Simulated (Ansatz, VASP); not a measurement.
# PtS2 in two plane-wave programs, part 2 of 2

Aim: how closely do two programs agree when they are given the same cell, functional and k mesh? The structure shown is the start of the Ansatz relaxation below; VASP solves that cell, so the two are compared at the walk's first step.

VASP 6.6.1 and Ansatz 0.2.0.

So far. Step 3 (VASP: single point, PBE with D3(BJ), start cell, pair 1): The run ends at a pressure of 9.13 GPa, with forces up to 0.21 eV/Å.

**7. VASP: single point, PBE with D3(BJ), start cell, pair 2**

Level of this step: PBE with D3(BJ); plane waves and PAW (S, Pt) (VASP).

The same cell, functional, mesh and smearing now go to VASP, with its own data sets.

File INCAR:

```
SYSTEM = PtS2
PREC = Accurate
ENCUT = 400
EDIFF = 1E-06
NELM = 120
ISMEAR = 0
SIGMA = 0.01
LREAL = .FALSE.
ALGO = Normal
GGA = PE
IVDW = 12
NBANDS = 17
LASPH = .TRUE.
LORBIT = 11
LWAVE = .FALSE.
LCHARG = .FALSE.
ISIF = 2
GGA_COMPAT = .FALSE.
EFERMI = MIDGAP
KPAR = 2
```

File POSCAR:

```
PtS2
1.0
    3.6081520000      0.0000000000      0.0000000000
   -1.8040760000      3.1247510000      0.0000000000
    0.0000000000      0.0000000000      4.7833050000
S Pt
2 1
Direct
    0.3333332800      0.6666665600      0.2543103565
    0.6666667200      0.3333334400      0.7456896435
    0.0000000000      0.0000000000      0.0000000000
```

File KPOINTS:

```
Automatic mesh
0
Gamma
12 12 8
0 0 0
```

PAW data sets: S and Pt (PBE family, release 64).

Launch:

```
$ mpirun -np 2 vasp_std
```

Numbers of over 12 decimals in the logs are rounded to 6 here.

The program printed:

```text
[... set-up lines as in an earlier step ...]
 entering main loop
       N       E                     dE             d eps       ncg     rms          rms(c)
DAV:   1     0.893769641854E+02    0.89377E+02   -0.90223E+03  4654   0.929E+02
DAV:   2    -0.127830468438E+02   -0.10216E+03   -0.99148E+02  5615   0.201E+02
DAV:   3    -0.166215704875E+02   -0.38385E+01   -0.38009E+01  5547   0.407E+01
DAV:   4    -0.166596397972E+02   -0.38069E-01   -0.38047E-01  6022   0.446E+00
[...]
DAV:  12    -0.153532298134E+02   -0.26194E-05   -0.95276E-06  5699   0.275E-02    0.102E-02
DAV:  13    -0.153532308348E+02   -0.10214E-05   -0.11997E-06  4365   0.819E-03    0.344E-03
DAV:  14    -0.153532309470E+02   -0.11222E-06   -0.17162E-07  2637   0.346E-03
   1 F= -.16652021E+02 E0= -.16652021E+02  d E =-.265785E-43
```

From OUTCAR (step 7):

```text
 Edisp (eV)   -1.29879

  Total      -1.41325    -1.41325    -0.96749     0.00000     0.00000     0.00000
  in kB     -41.98570   -41.98569   -28.74285     0.00000     0.00000     0.00000
  external pressure =      -37.57 kB  Pullay stress =        0.00 kB

 POSITION                                       TOTAL-FORCE (eV/Angst)
 -----------------------------------------------------------------------------------
     -0.00000      2.08317      1.21644        -0.000000     -0.000000     -0.258368
      1.80408      1.04158      3.56686         0.000000     -0.000000      0.258368
      0.00000      0.00000      0.00000        -0.000000      0.000000      0.000000
 -----------------------------------------------------------------------------------
    total drift:                                0.000000      0.000000      0.000000

  FREE ENERGIE OF THE ION-ELECTRON SYSTEM (eV)
  ---------------------------------------------------
  free  energy   TOTEN  =       -16.6520212561 eV

  energy  without entropy=      -16.6520212561  energy(sigma->0) =      -16.65202126

[... 1 part as in an earlier step ...]

[... 2 further parts left out ...]
[key lines of the parts left out:]
E-fermi :   7.4198
```

The run ends at a pressure of -3.76 GPa, with forces up to 0.26 eV/Å.

**8. Comparison**

What differs besides the data sets and the points named for the pairs above, as far as they apply: the data sets hold 30 valence electrons in Ansatz (on its PAW soft_1 files) and 22 in VASP. Total energies have different zeros and are not compared.

Forces (eV/Å; atoms numbered as in POSCAR):

```tsv
atom	Ansatz x, y, z	VASP x, y, z
S1	0.000, 0.000, -0.221	0.000, 0.000, -0.258
S2	0.000, 0.000, 0.221	0.000, 0.000, 0.258
Pt3	0.000, 0.000, 0.000	0.000, 0.000, 0.000
```

The forces differ by 18 meV/Å r.m.s., which is 14.4 % of the r.m.s. force of 0.122 eV/Å (both taken over all components).

**9. Further runs**

Further runs change the set-up of one program: Ansatz's method, potentials or start, or VASP's data sets, cutoff or form of LDA. The table gives that difference for each run.

```tsv
run	r.m.s. force difference (meV/Å)
as above	18
VASP with a cutoff of 500 eV (perhaps on Ansatz's relaxed cell)	19
```

**10. Ansatz: relaxation, PBE with D3(BJ)**

The two programs are compared at the cell with which this relaxation starts, whose forces are those of its first step. The cell compared in this pair holds 47.71 Å³, against 53.93 Å³ for the pair before.

The structure compared here is the start of the Ansatz relaxation; VASP solves that cell, so the two are compared at the walk's first step.

File input.yaml:

```yaml
crystal:
  lattice:
    - [3.5423850458, 0.0, 0.0]
    - [-1.7711925229, 3.0677954397, 0.0]
    - [0.0, 0.0, 4.3899605236]
  atoms:
    - { symbol: S, position: [0.3333333333, 0.6666666667, 0.2712491583] }
    - { symbol: S, position: [0.6666666667, 0.3333333333, 0.7287508417] }
    - { symbol: Pt, position: [0.0, 0.0, 0.0] }
kpoints:
  mp_grid: { grid: [12, 12, 8] }
hamiltonian:
  xc: pbe
  dispersion: d3bj
  pseudopotentials: { kind: paw, azcp: { folder: soft_1 } }
scf:
  occupations: { method: gaussian, width: 0.01 }
output:
  forces: true
  stress: true
  eigenvalues: true
relax:
  adjacent_minimum: "off"
  f_tol: 0.001
  max_steps: 60
  cell: { stress_tol: 0.01, fix: [volume] }
```

Launch:

```
$ ansatz run input.yaml --threads 4 --pin off --max-ram 10240MiB --backend cpu --events-out ev --progress --plain --runs-dir out
```

The program printed:

```text
[...]
Crystal: 3 atoms, lattice volume = 47.707 Å³
Basis set: ecut = 420 eV, 921 PW (Γ), exchange–correlation on 48×48×60 points (8 copies of the dense FFT grid, shifted against one another)
Bands: 19, of which v1, the nominal top of the filled ones, is band 15 counted from 1 (14 counted from 0)
Symmetry: 12 space group operations
[...]
k-points: 131 of 1152
[...]
--- Relaxed structure (4 steps of the walk, 4 accepted, 1 SCFs on fresh bases) ---
[...]
cell:  # Å, volume = 47.7071 Å³
    - [3.559624, 0, -1.2698062757602889e-18]
    - [-1.779812, 3.082725, 6.34903137880142e-19]
    - [-1.5736288831080123e-18, 0, 4.347542]
  atoms:
    - { symbol: S, position: [0.333333, 0.666667, 0.275117] }
    - { symbol: S, position: [0.666667, 0.333333, 0.724883] }
    - { symbol: Pt, position: [0, 0, -2.7990285004717723e-19] }
[key lines of the parts left out:]
SCF converged after 6 iterations
Free energy (F): -14331.100395 eV
Fermi energy:    14.016032 eV
P = ⅓ Tr σ = 5.4611 GPa (54.611 kbar)
```

**11. VASP: single point, PBE with D3(BJ), start cell, pair 3**

The same cell, functional, mesh and smearing now go to VASP, with its own data sets.

INCAR: that of step 7 with these lines changed.

```diff
@@ -18,3 +18,2 @@
 GGA_COMPAT = .FALSE.
-EFERMI = MIDGAP
 KPAR = 2
```

File POSCAR:

```
PtS2
1.0
    3.5423850000      0.0000000000      0.0000000000
   -1.7711930000      3.0677950000      0.0000000000
    0.0000000000      0.0000000000      4.3899610000
S Pt
2 1
Direct
    0.3333334818      0.6666667753      0.2712491068
    0.6666668005      0.3333332247      0.7287506654
    0.0000000000      0.0000000000      0.0000000000
```

KPOINTS is that of step 7.

Launch:

```
$ mpirun -np 2 vasp_std
```

The program printed:

```text
[... set-up lines as in an earlier step ...]
 entering main loop
       N       E                     dE             d eps       ncg     rms          rms(c)
DAV:   1     0.907894682273E+02    0.90789E+02   -0.91982E+03  4662   0.940E+02
DAV:   2    -0.126091534882E+02   -0.10340E+03   -0.10047E+03  5601   0.208E+02
DAV:   3    -0.163380776569E+02   -0.37289E+01   -0.37072E+01  5568   0.407E+01
DAV:   4    -0.163708556916E+02   -0.32778E-01   -0.32764E-01  5894   0.427E+00
[...]
DAV:  11    -0.151284240965E+02   -0.34647E-04   -0.41619E-05  5507   0.514E-02    0.336E-02
DAV:  12    -0.151284268125E+02   -0.27159E-05   -0.11261E-05  5362   0.309E-02    0.125E-02
DAV:  13    -0.151284276713E+02   -0.85887E-06   -0.95465E-07  3429   0.716E-03
   1 F= -.16606472E+02 E0= -.16606456E+02  d E =-.309526E-04
```

From OUTCAR (step 11):

```text
 Edisp (eV)   -1.47804

  Total       2.19401     2.19401     1.84531    -0.00000     0.00000     0.00000
  in kB      73.68279    73.68277    61.97236    -0.00001     0.00000     0.00000
  external pressure =       69.78 kB  Pullay stress =        0.00 kB

 POSITION                                       TOTAL-FORCE (eV/Angst)
 -----------------------------------------------------------------------------------
      0.00000      2.04520      1.19077        -0.000000     -0.000000      0.208476
      1.77119      1.02260      3.19919         0.000000      0.000000     -0.208476
      0.00000      0.00000      0.00000         0.000000     -0.000000     -0.000000
 -----------------------------------------------------------------------------------
    total drift:                               -0.000468     -0.000000      0.000476

  FREE ENERGIE OF THE ION-ELECTRON SYSTEM (eV)
  ---------------------------------------------------
  free  energy   TOTEN  =       -16.6064715492 eV

  energy  without entropy=      -16.6064405966  energy(sigma->0) =      -16.60645607

[... 1 part as in an earlier step ...]

[... 2 further parts left out ...]
[key lines of the parts left out:]
E-fermi :   9.2010
```

The run ends at a pressure of 6.98 GPa, with forces up to 0.21 eV/Å.

**12. Side by side**

What differs besides the data sets and the points named for the pairs above, as far as they apply: the data sets hold 30 valence electrons in Ansatz (on its PAW soft_1 files) and 22 in VASP. Total energies have different zeros and are not compared.

Forces (eV/Å; atoms numbered as in POSCAR):

```tsv
atom	Ansatz x, y, z	VASP x, y, z
S1	0.000, 0.000, 0.256	0.000, 0.000, 0.208
S2	0.000, 0.000, -0.256	0.000, 0.000, -0.208
Pt3	0.000, 0.000, 0.000	0.000, 0.000, 0.000
```

The forces differ by 23 meV/Å r.m.s., which is 22.9 % of the r.m.s. force of 0.098 eV/Å (both taken over all components).

**13. Further runs**

Further runs change the set-up of one program: Ansatz's method, potentials or start, or VASP's data sets, cutoff or form of LDA. The table gives that difference for each run.

```tsv
run	r.m.s. force difference (meV/Å)
as above	23
VASP with a cutoff of 500 eV (perhaps on Ansatz's relaxed cell)	20
```

**14. Summary of results**

```
r.m.s. force difference (single point, PBE with D3(BJ), start cell, pair 1) : 22 meV/Å
r.m.s. force difference (single point, PBE with D3(BJ), start cell, pair 2) : 18 meV/Å
r.m.s. force difference (single point, PBE with D3(BJ), start cell, pair 3) : 23 meV/Å
```

What this shows: The r.m.s. force difference is 23 meV/Å (single point, PBE with D3(BJ), start cell, pair 3), beyond the 12 meV/Å picked in this series as the mark of a large difference. The data sets hold unlike numbers of valence electrons (30 in Ansatz and 22 in VASP), so part of the differences comes from the potentials. 10 further runs of this series are not shown here. How closely two codes agree says nothing of how well the functional describes the real material.

[Lines on the potential files, build, host, timing and source positions are cut from VASP's logs without a mark.]

[Logs are printed without paths, hosts, clocks, repeated set-up lines and the standing remarks that a program may print on its own settings, such as how far it seeks lower states.]

[Hosts, paths, dates, database ids (printed as entryN), source tags and the programs' standing remarks are cut or masked in the printed files.]

[Rows of further runs with another cutoff or data set may stand on the cell that Ansatz relaxed, not on the start cell of the pair above them.]
